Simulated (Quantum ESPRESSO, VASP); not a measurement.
An input for Quantum ESPRESSO (LDA (PZ), GBRV 1.5 ultrasoft (LDA) pseudopotentials):

```
&control
 calculation = 'scf',
 prefix = 'LaPb3',
 outdir = './tmp/',
 pseudo_dir = './',
 tprnfor = .true.,
 tstress = .true.,
/
&system
 ibrav = 0,
 nat = 4,
 ntyp = 2,
 ecutwfc = 40,
 ecutrho = 200,
 occupations = 'smearing',
 smearing = 'gaussian',
 degauss = 0.0099958,
/
&electrons
 conv_thr = 1.0e-11,
 mixing_beta = 0.3,
/
ATOMIC_SPECIES
La   138.9055  la_lda_v1.uspp.F.UPF
Pb   207.2000  pb_lda_v1.uspp.F.UPF
ATOMIC_POSITIONS bohr
La   -0.061882436    0.001928295    0.053470598
Pb   -0.048421632    4.581861995    4.609128274
Pb    4.650395651    0.079535185    4.621266286
Pb    4.775334268    4.652119007    0.031570010
K_POINTS automatic
7 7 7  0 0 0
CELL_PARAMETERS angstrom
   4.929516000     0.000000000     0.000000000
   0.000000000     4.929516000     0.000000000
   0.000000000     0.000000000     4.929516000
```

### Question
Translate it to VASP.

### Answer
One set of files that does it:

### KPOINTS
```
Automatic
0
G
7 7 7
0 0 0
```

### INCAR
```
ALGO = Normal
EDIFF = 1E-6
ENCUT = 300
ISIF = 2
ISMEAR = 0
LASPH = .TRUE.
LCHARG = .FALSE.
LMAXMIX = 6
LREAL = .FALSE.
LWAVE = .FALSE.
NELM = 100
PREC = Accurate
SIGMA = 0.136
SYSTEM = LaPb3
```

POSCAR:
```
LaPb3
4.9295160
  1.0000000000   0.0000000000   0.0000000000
  0.0000000000   1.0000000000   0.0000000000
  0.0000000000   0.0000000000   1.0000000000
La Pb
1 3
Cartesian
 -0.0066430000   0.0002070000   0.0057400000
 -0.0051980000   0.4918570000   0.4947840000
  0.4992140000   0.0085380000   0.4960870000
  0.5126260000   0.4993990000   0.0033890000
```

POTCAR, in this order: La Pb_d (LDA.64 set). Program: vasp_std.

Both inputs were run and reached self-consistency, which says nothing on mesh or cut-off. Potentials, basis and cut-offs are each code's own, so they don't translate, and total energies aren't comparable.

VASP's LDA is the Perdew-Zunger fit; the other code's may be Perdew-Wang, which differs slightly.

The structure comes from a computed database's LaPb3 entry; how it stands against other phases isn't given here. The cell was not relaxed at this level, atoms are displaced from their ideal sites, and it may have been scaled.
